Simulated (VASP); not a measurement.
Data:

```
CELL_PARAMETERS angstrom
      3.80836     0.00000     0.00000
      0.00000     3.80836     0.00000
      0.00000     0.00000     4.78771
ATOMIC_POSITIONS crystal
  Sn 0.50000 0.00000 0.76042
  Sn 0.00000 0.50000 0.23958
  O  0.50000 0.50000 0.00000
  O  0.00000 0.00000 0.00000
```

Level of theory: rev-vdW-DF2, VASP's PBE PAW potentials (set 64) (plane waves; VASP 6.6.1). Numerical set-up: 520 eV cut-off, 6×6×5 Γ-centred mesh, Gaussian smearing of 0.050 eV, potentials Sn_d O.

Problem. The ions and cell shape at fixed volume are relaxed. Predict the relaxed structure.

Solution. 
```
CELL_PARAMETERS angstrom
      3.83046     0.00000     0.00000
      0.00000     3.83046     0.00000
      0.00000     0.00000     4.73261
ATOMIC_POSITIONS crystal
  Sn 0.50000 0.00000 0.75486
  Sn 0.00000 0.50000 0.24514
  O  0.50000 0.50000 0.00000
  O  0.00000 0.00000 0.00000
```
Space group P4/nmm (129), at a tolerance of 0.03 Å.

Problem. How much energy does the relaxation gain?

Solution. The energy (σ→0) changes by -3.0 meV/atom, in 5 ionic steps.

The compound is SnO in the litharge structure. This cell is one point of a volume scan, at 0.97 of the reference volume. Symmetry was kept, so distortions that lower it aren't found.
